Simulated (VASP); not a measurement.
All values below come from TPSS meta-GGA, VASP's PBE PAW potentials (set 64) (plane waves; VASP 6.6.1).

The input files of a VASP run:

File KPOINTS:
```
K-points
0
gamma
 11 11 9
```

### INCAR
```
ALGO = Normal
EDIFF = 1E-7
EDIFFG = -0.01
ENCUT = 520
IBRION = 2
ISIF = 4
ISMEAR = 1
LASPH = .TRUE.
LCHARG = .FALSE.
LMIXTAU = .TRUE.
LREAL = .FALSE.
LWAVE = .FALSE.
METAGGA = TPSS
NELM = 100
NSW = 30
PREC = Accurate
SIGMA = 0.1
SYSTEM = MgB2
```

**POSCAR**
```
MgB2
1
    1.5562462591    -2.6954970912     0.0000000000
    1.5562462591     2.6954970912     0.0000000000
    0.0000000000     0.0000000000     3.5313122176
Mg B
1 2
Direct
  1.0000000000   1.0000000000   0.0000000000
  0.3333330000   0.6666670000   0.5000000000
  0.6666670000   0.3333330000   0.5000000000
```

POTCAR, in this order: Mg B (PBE.64 set). Program: vasp_std.

Output

File OSZICAR:
```
       N       E                     dE             d eps       ncg     rms          rms(c)
DAV:   1     0.159798674805E+02    0.15980E+02   -0.42340E+03  1304   0.960E+02
DAV:   2    -0.177538859800E+02   -0.33734E+02   -0.31951E+02  1944   0.170E+02
DAV:   3    -0.185416014866E+02   -0.78772E+00   -0.77369E+00  1992   0.312E+01
DAV:   4    -0.185451594726E+02   -0.35580E-02   -0.35579E-02  2208   0.201E+00
DAV:   5    -0.185451670964E+02   -0.76239E-05   -0.76232E-05  2048   0.478E-02    0.436E+00
DAV:   6    -0.215918204637E+02   -0.30467E+01   -0.87663E+00  1288   0.456E+01    0.290E+00
DAV:   7    -0.211422746452E+02    0.44955E+00   -0.34499E+00  1544   0.138E+01    0.139E+00
DAV:   8    -0.214729999189E+02   -0.33073E+00   -0.70379E-01  1328   0.805E+00    0.517E-01
DAV:   9    -0.213815718249E+02    0.91428E-01   -0.10899E-01  1536   0.461E+00    0.274E-01
DAV:  10    -0.210251170133E+02    0.35645E+00   -0.10602E+00  1280   0.155E+01    0.230E-01
DAV:  11    -0.214911981509E+02   -0.46608E+00   -0.69548E-01  1280   0.120E+01    0.584E-02
DAV:  12    -0.214938813850E+02   -0.26832E-02   -0.41376E-03  1904   0.770E-01    0.677E-02
DAV:  13    -0.214938352929E+02    0.46092E-04   -0.50190E-05  1480   0.107E-01    0.563E-02
DAV:  14    -0.214938557390E+02   -0.20446E-04   -0.32805E-04  1792   0.179E-01    0.176E-02
DAV:  15    -0.214938670701E+02   -0.11331E-04   -0.50761E-05  1344   0.112E-01    0.176E-02
DAV:  16    -0.214938769302E+02   -0.98600E-05   -0.10607E-06  1904   0.156E-02    0.146E-02
DAV:  17    -0.214938904911E+02   -0.13561E-04   -0.52652E-06  1592   0.248E-02    0.749E-03
DAV:  18    -0.214938906873E+02   -0.19625E-06   -0.15470E-07  1528   0.506E-03    0.647E-03
DAV:  19    -0.214938941921E+02   -0.35047E-05   -0.16051E-06  1656   0.133E-02    0.232E-03
DAV:  20    -0.214938943459E+02   -0.15379E-06   -0.24523E-07  1480   0.790E-03    0.558E-04
DAV:  21    -0.214938944378E+02   -0.91939E-07   -0.55031E-09   720   0.120E-03
   1 F= -.21493894E+02 E0= -.21493628E+02  d E =-.214939E+02
       N       E                     dE             d eps       ncg     rms          rms(c)
DAV:   1    -0.215050103541E+02   -0.11116E-01   -0.16800E-01  1800   0.319E+00    0.257E-01
DAV:   2    -0.215010560486E+02    0.39543E-02   -0.74503E-03  1752   0.568E-01    0.984E-02
DAV:   3    -0.215007391135E+02    0.31694E-03   -0.29754E-03  1552   0.299E-01    0.273E-02
DAV:   4    -0.215006250354E+02    0.11408E-03   -0.30418E-04  1392   0.152E-01    0.757E-03
DAV:   5    -0.215007531930E+02   -0.12816E-03   -0.20348E-04  1408   0.115E-01    0.581E-03
DAV:   6    -0.215007726398E+02   -0.19447E-04   -0.28477E-05  1504   0.413E-02    0.147E-03
DAV:   7    -0.215007725493E+02    0.90480E-07   -0.76079E-07  1608   0.867E-03
   2 F= -.21500773E+02 E0= -.21500842E+02  d E =-.687811E-02
       N       E                     dE             d eps       ncg     rms          rms(c)
DAV:   1    -0.215010253100E+02   -0.25267E-03   -0.41731E-03  1792   0.505E-01    0.400E-02
DAV:   2    -0.215009325740E+02    0.92736E-04   -0.16564E-04  1744   0.864E-02    0.174E-02
DAV:   3    -0.215009251292E+02    0.74448E-05   -0.99951E-05  1544   0.540E-02    0.484E-03
DAV:   4    -0.215009218860E+02    0.32432E-05   -0.12750E-05  1408   0.265E-02    0.174E-03
DAV:   5    -0.215009257381E+02   -0.38520E-05   -0.72968E-06  1384   0.195E-02    0.106E-03
DAV:   6    -0.215009263691E+02   -0.63101E-06   -0.82093E-07  1576   0.653E-03    0.303E-04
DAV:   7    -0.215009263561E+02    0.12983E-07   -0.40349E-08   816   0.158E-03
   3 F= -.21500926E+02 E0= -.21501009E+02  d E =-.703192E-02
```

File OUTCAR:
```
------------------------ aborting loop because EDIFF is reached ----------------------------------------
  FORCE on cell =-STRESS in cart. coord.  units (eV):
  Direction    XX          YY          ZZ          XY          YZ          ZX
  --------------------------------------------------------------------------------------
  Total       -0.7005887     -0.7005885     -0.6949359      0.0000000     -0.0000000     -0.0000000
  in kB      -37.8870175    -37.8870041    -37.5813222      0.0000000     -0.0000000     -0.0000000
  external PRESSURE =     -37.7851146 kB  Pullay stress =       0.0000000 kB
  volume of cell :       29.63
      direct lattice vectors                 reciprocal lattice vectors
     1.546455053 -2.678538250  0.000000000     0.323320098 -0.186668979 -0.000000000
     1.546455053  2.678538250 -0.000000000     0.323320098  0.186668979 -0.000000000
     0.000000000  0.000000000  3.576169956    -0.000000000  0.000000000  0.279628768
 POSITION                                       TOTAL-FORCE (eV/Angst)
 -----------------------------------------------------------------------------------
      0.00000      0.00000      0.00000        -0.000000     -0.000000      0.000000
      1.54646      0.89285      1.78808         0.000000     -0.000000     -0.000000
      1.54646     -0.89285      1.78808        -0.000000      0.000000      0.000000
 -----------------------------------------------------------------------------------
    total drift:                               -0.000000      0.000000      0.000000
  FREE ENERGIE OF THE ION-ELECTRON SYSTEM (eV)
  ---------------------------------------------------
  free  energy   TOTEN  =       -21.5009263561 eV

  energy  without entropy=      -21.5011752570  energy(sigma->0) =      -21.50100932

 reached required accuracy - stopping structural energy minimisation
```
(Selected blocks of OUTCAR.)

### CONTCAR
```
MgB2
   1.00000000000000
     1.5464550534112100   -2.6785382504789115    0.0000000000000000
     1.5464550534112100    2.6785382504789115   -0.0000000000000000
     0.0000000000000000    0.0000000000000000    3.5761699559868343
  Mg              B
     1     2
Direct
     0.0000000000000000    0.0000000000000000    0.0000000000000000
     0.3333330000000032    0.6666669999999968    0.5000000000000000
     0.6666669999999968    0.3333330000000032    0.5000000000000000
```

File OUTCAR:
```
 val. band max:        4.9912638006   @ k =   0.0909   0.0000   0.2222

 cond. band min:       5.0621491312   @ k =   0.3636   0.0909   0.4444


 Fermi energy:         5.0614787627

 k-point     1 :       0.0000    0.0000    0.0000
  band No.  band energies     occupation
      1      -7.3837      2.00000
      2       2.1049      2.00000
      3       5.5577     -0.00000
      4       5.5578     -0.00000
      5       6.5902     -0.00000
      6      11.6713      0.00000
      7      11.6714      0.00000
      8      13.3022      0.00000

 k-point     2 :       0.0909    0.0000    0.0000
  band No.  band energies     occupation
      1      -7.2390      2.00000
      2       2.2475      2.00000
      3       4.8296      2.00500
      4       5.2280     -0.04014
      5       6.7253     -0.00000
      6      11.5096      0.00000
      7      12.2937      0.00000
      8      13.6418      0.00000

 k-point     3 :       0.1818    0.0000    0.0000
  band No.  band energies     occupation
      1      -6.8067      2.00000
      2       2.6715      2.00000
      3       3.1847      2.00000
      4       4.5301      2.00000
      5       7.1339      0.00000
      6      10.9718      0.00000
      7      13.3567      0.00000
      8      13.8537      0.00000

 k-point     4 :       0.2727   -0.0000    0.0000
  band No.  band energies     occupation
      1      -6.0933      2.00000
      2       1.2852      2.00000
      3       3.3611      2.00000
      4       3.8383      2.00000
      5       7.7807      0.00000
      6      10.3981      0.00000
      7      11.5765      0.00000
      8      14.3000      0.00000

 k-point     5 :       0.3636    0.0000    0.0000
  band No.  band energies     occupation
      1      -5.1121      2.00000
      2      -0.5712      2.00000
      3       3.3254      2.00000
      4       4.2638      2.00000
      5       8.5506      0.00000
      6       9.7941      0.00000
      7      10.0471      0.00000
...
```

The compound is MgB2 in the AlB2 type structure. This cell is one point of a volume scan, at 1.03 of the reference volume. Symmetry was kept, so distortions that lower it aren't found.
